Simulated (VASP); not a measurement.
```xyz
2
Lattice="0.0000 2.3998 2.3998 2.3998 0.0000 2.3998 2.3998 2.3998 0.0000" Properties=species:S:1:pos:R:3 pbc="T T T"
B      0.0000     0.0000     0.0000
As     1.1999     1.1999     1.1999
```

Level of theory: vdW-DF-cx, VASP's PBE PAW potentials (set 64) (plane waves; VASP 6.6.1). Run with 520 eV cut-off, Gaussian smearing of 0.050 eV, potentials B As.

Problem. Predict the band gap (along the path) with the smallest direct gap where there is one.

Solution. 
```
Property                               Result
------------------------------------  -------
band gap (along the path)             1.14 eV
smallest direct gap (along the path)  3.23 eV
```

The absolute energy has meaning only against runs of the same code, potentials and settings.

The compound is BAs in the zinc blende structure. It was relaxed first.
